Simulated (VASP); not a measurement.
```xyz
2
Lattice="4.9632 0.0000 0.0000 -2.4816 4.2982 0.0000 0.0000 0.0000 14.5000" Properties=species:S:1:pos:R:3 pbc="T T T"
Pb     2.4816     1.4327     7.2500
Se     0.0000     2.8655     7.2500
```

Level of theory: r2SCAN meta-GGA, VASP's PBE PAW potentials (set 64) (plane waves; VASP). Run with 400 eV cut-off, 7×7×1 Γ-centred mesh, tetrahedra with Blöchl corrections, potentials Pb_d Se.

The cell holds a wide vacuum, so values per volume refer to the whole cell. Unless said otherwise, spin-orbit coupling is left out, though it shifts the bands of the heavy elements here.

What does the run give for the energy per atom (σ→0), band gap (over mesh and band path) with the smallest direct gap where there is one?

```json
{
 "band gap (over mesh and band path)": "0.65 eV",
 "smallest direct gap (over mesh and band path)": "0.65 eV",
 "energy per atom (σ→0)": "-35374 meV/atom"
}
```

The cell is a sheet with vacuum, built from a generated structure.
